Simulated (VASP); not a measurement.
All values below come from PBE GGA, VASP's PBE PAW potentials (set 64) (plane waves; VASP).

VASP input:

INCAR:
```
EDIFF=1E-6   ! SCF stop (eV)
LMAXMIX=4   ! l cut-off of mixed one-centre charges
LCHARG=.FALSE.
NELM=100   ! most electronic steps
LWAVE=.FALSE.
ENCUT=500   ! plane-wave cut-off (eV)
ALGO=Normal   ! blocked Davidson
LASPH=.TRUE.   ! aspherical one-centre terms
SIGMA=0.05
ISMEAR=0
ISIF=3   ! ions, shape and volume
IBRION=2   ! conjugate gradients
PREC=Accurate
GGA=PE
SYSTEM=NaI
LREAL=.FALSE.
NSW=40
EDIFFG=-0.02
```

**POSCAR**
```
NaI
1.0
  0.0000000000   3.2609662083   3.2609662083
  3.2609662083   0.0000000000   3.2609662083
  3.2609662083   3.2609662083   0.0000000000
Na I
1 1
direct
  1.0000000000   0.0000000000   0.0000000000
  0.5000000000   0.5000000000   0.5000000000
```

File KPOINTS:
```
Automatic mesh
0
Gamma
7 7 7
0 0 0
```

POTCAR, in this order: Na_pv I (PBE.64 set). Program: vasp_std.

Unless said otherwise, spin-orbit coupling is left out, though it shifts the bands of the heavy elements here.

**Question.** What does the run give for the energy per atom (σ→0), band gap (on the k-mesh)?

**Answer.** 
```json
{
  "energy per atom (σ→0)": "-2.694 eV/atom",
  "band gap (on the k-mesh)": "3.58 eV"
}
```

File OSZICAR:
```
...
DAV:   5    -0.545839179275E+01   -0.48678E-02   -0.48676E-02   517   0.208E+00    0.162E+00
DAV:   6    -0.539449262712E+01    0.63899E-01   -0.90391E-02   509   0.200E+00    0.110E+00
DAV:   7    -0.538525572637E+01    0.92369E-02   -0.76261E-02   503   0.169E+00    0.588E-01
DAV:   8    -0.538743558447E+01   -0.21799E-02   -0.55964E-03   458   0.723E-01    0.161E-01
DAV:   9    -0.538739961601E+01    0.35968E-04   -0.15785E-04   518   0.139E-01    0.451E-02
DAV:  10    -0.538741408639E+01   -0.14470E-04   -0.42955E-05   494   0.792E-02    0.706E-03
DAV:  11    -0.538741448770E+01   -0.40131E-06   -0.46779E-06   482   0.242E-02
   1 F= -.53874145E+01 E0= -.53874145E+01  d E =-.538741E+01
```

The compound is NaI in the rock salt structure. It was relaxed first.
